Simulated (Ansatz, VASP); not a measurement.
**One calculation of Cd2Br, two programs**

```
Cd Br
1.0
     0.00000    4.30840    4.30840
     4.30840    0.00000    4.30840
     4.30840    4.30840    0.00000
Cd Br
4 2
Cartesian
  5.3855 5.3855 5.3855
  5.3855 3.2313 3.2313
  3.2313 3.2313 5.3855
  3.2313 5.3855 3.2313
  0.0000 0.0000 0.0000
  2.1542 2.1542 2.1542
```

Alike in both runs: functional PBE; k mesh 8 × 8 × 8; occupations gaussian, width 0.1 eV; no spin polarisation.

Ansatz relaxed the structure, and its values are those at the end. VASP's run is a single point on that final structure, the one shown.

```csv
,VASP,Ansatz
version,VASP 6.6.1,Ansatz 0.2.0
potentials or method,"VASP PAW PBE potentials, release 64 (Cd, Br)","scalar-relativistic, plane waves, PAW"
plane-wave cutoff (eV),520,420
valence electrons in the cell,62,94
```

|  | VASP | Ansatz | Ansatz less VASP |
| --- | --- | --- | --- |
| gap on the k mesh at the Fermi level (eV) | none | none | - |
| pressure (GPa) | 0.2 | 0.0 | -0.15 |

A gap of «none» marks a metal or a gap that the smearing closes. The two sets of potentials don't hold the same shells in valence.
